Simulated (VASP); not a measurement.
Here is a VASP 6.6.1 calculation.

File POSCAR:

```
SrTiO3                                  
1.0
    3.8947475962      0.0000000000      0.0000000000
    0.0000000000      3.8947475962      0.0000000000
    0.0000000000      0.0000000000      3.8947475962
  Sr              Ti              O             
     1     1     3
Direct
     0.5000000000000000    0.5000000000000000    0.5000000000000000
     0.0000000000000000    0.0000000000000000    0.0000000000000000
     0.5000000000000000    0.0000000000000000    0.0000000000000000
     0.0000000000000000    0.5000000000000000    0.0000000000000000
     0.0000000000000000    0.0000000000000000    0.5000000000000000
```

File INCAR.step1:

```
SYSTEM = SrTiO3
  PREC = Accurate
  ENCUT = 520
  EDIFF = 1E-5
  ISMEAR = 0
  SIGMA = 0.03
  LREAL = .FALSE.
  LASPH = .TRUE.
  NELM = 80
  ALGO = Normal
  ISIF = 2
  LWAVE = .TRUE.
  LCHARG = .FALSE.
  LMAXMIX = 4
  NBANDS = 28
  GGA = PE
```

File INCAR.step2:

```
SYSTEM = SrTiO3
  PREC = Accurate
  ENCUT = 520
  EDIFF = 1E-6
  ISMEAR = 0
  SIGMA = 0.03
  LREAL = .FALSE.
  LASPH = .TRUE.
  NELM = 80
  ALGO = Normal
  ISIF = 2
  LWAVE = .FALSE.
  LCHARG = .FALSE.
  LMAXMIX = 4
  METAGGA = MBJ
  NBANDS = 28
  ISTART = 1
```

Contents of KPOINTS:

```
regular mesh
0
G
  8 8 8
  0 0 0
```

KPOINTS_OPT

```
explicit points
64
Reciprocal
 0.0000000000  0.0000000000  0.0000000000 1
 0.0000000000  0.0555555556  0.0000000000 1
 0.0000000000  0.1111111111  0.0000000000 1
 0.0000000000  0.1666666667  0.0000000000 1
 0.0000000000  0.2222222222  0.0000000000 1
 0.0000000000  0.2777777778  0.0000000000 1
 0.0000000000  0.3333333333  0.0000000000 1
 0.0000000000  0.3888888889  0.0000000000 1
 0.0000000000  0.4444444444  0.0000000000 1
 0.0000000000  0.5000000000  0.0000000000 1
 0.0000000000  0.5000000000  0.0000000000 1
 0.0555555556  0.5000000000  0.0000000000 1
 0.1111111111  0.5000000000  0.0000000000 1
 0.1666666667  0.5000000000  0.0000000000 1
 0.2222222222  0.5000000000  0.0000000000 1
 0.2777777778  0.5000000000  0.0000000000 1
 0.3333333333  0.5000000000  0.0000000000 1
 0.3888888889  0.5000000000  0.0000000000 1
 0.4444444444  0.5000000000  0.0000000000 1
 0.5000000000  0.5000000000  0.0000000000 1
 0.5000000000  0.5000000000  0.0000000000 1
 0.4444444444  0.4444444444  0.0000000000 1
 0.3888888889  0.3888888889  0.0000000000 1
 0.3333333333  0.3333333333  0.0000000000 1
 0.2777777778  0.2777777778  0.0000000000 1
 0.2222222222  0.2222222222  0.0000000000 1
 0.1666666667  0.1666666667  0.0000000000 1
 0.1111111111  0.1111111111  0.0000000000 1
 0.0555555556  0.0555555556  0.0000000000 1
 0.0000000000  0.0000000000  0.0000000000 1
 0.0000000000  0.0000000000  0.0000000000 1
 0.0555555556  0.0555555556  0.0555555556 1
 0.1111111111  0.1111111111  0.1111111111 1
 0.1666666667  0.1666666667  0.1666666667 1
 0.2222222222  0.2222222222  0.2222222222 1
 0.2777777778  0.2777777778  0.2777777778 1
 0.3333333333  0.3333333333  0.3333333333 1
 0.3888888889  0.3888888889  0.3888888889 1
 0.4444444444  0.4444444444  0.4444444444 1
 0.5000000000  0.5000000000  0.5000000000 1
 0.5000000000  0.5000000000  0.5000000000 1
 0.4444444444  0.5000000000  0.4444444444 1
 0.3888888889  0.5000000000  0.3888888889 1
 0.3333333333  0.5000000000  0.3333333333 1
 0.2777777778  0.5000000000  0.2777777778 1
 0.2222222222  0.5000000000  0.2222222222 1
 0.1666666667  0.5000000000  0.1666666667 1
 0.1111111111  0.5000000000  0.1111111111 1
 0.0555555556  0.5000000000  0.0555555556 1
 0.0000000000  0.5000000000  0.0000000000 1
 0.5000000000  0.5000000000  0.0000000000 1
 0.5000000000  0.5000000000  0.0555555556 1
 0.5000000000  0.5000000000  0.1111111111 1
 0.5000000000  0.5000000000  0.1666666667 1
 0.5000000000  0.5000000000  0.2222222222 1
 0.5000000000  0.5000000000  0.2777777778 1
 0.5000000000  0.5000000000  0.3333333333 1
 0.5000000000  0.5000000000  0.3888888889 1
 0.5000000000  0.5000000000  0.4444444444 1
 0.5000000000  0.5000000000  0.5000000000 1
 0.0000000000  0.0000000000  0.0000000000 1
 0.5000000000  0.5000000000  0.0000000000 1
 0.5000000000  0.5000000000  0.5000000000 1
 0.0000000000  0.5000000000  0.0000000000 1
```

Potentials or basis: VASP PAW PBE potentials, release 64 (Sr_sv, Ti_sv, O).

Launch:

```console
$ cat potpaw_PBE.64/Sr_sv/POTCAR potpaw_PBE.64/Ti_sv/POTCAR potpaw_PBE.64/O/POTCAR > POTCAR
$ cp INCAR.step1 INCAR
$ mpirun -np 1 vasp_std > vasp.out
$ cp INCAR.step2 INCAR
$ mpirun -np 1 vasp_std > vasp.out
```

Question: Predict the band gap on the k mesh.

Answer: 2.85 eV, indirect (least direct gap 3.26 eV).

Question: Predict the band gap along the path.

Answer: 2.85 eV, indirect (least direct gap 3.26 eV).

Levels at the corners of the path, in eV from the valence-band top:
```csv
point,band 18,band 19,band 20,band 21,band 22,band 23
Γ,-0.42,-0.42,-0.42,2.85,2.85,2.85
X,-1.71,-0.76,-0.76,2.99,4.33,4.50
X,-1.71,-0.76,-0.76,2.99,4.33,4.50
M,-1.45,-1.45,-0.08,4.51,4.51,5.05
M,-1.45,-1.45,-0.08,4.51,4.51,5.05
Γ,-0.42,-0.42,-0.42,2.85,2.85,2.85
Γ,-0.42,-0.42,-0.42,2.85,2.85,2.85
R,0.00,0.00,0.00,5.20,5.20,5.20
R,0.00,0.00,0.00,5.20,5.20,5.20
X,-1.71,-0.76,-0.76,2.99,4.33,4.50
M,-1.45,-1.45,-0.08,4.51,4.51,5.05
R,0.00,0.00,0.00,5.20,5.20,5.20
```
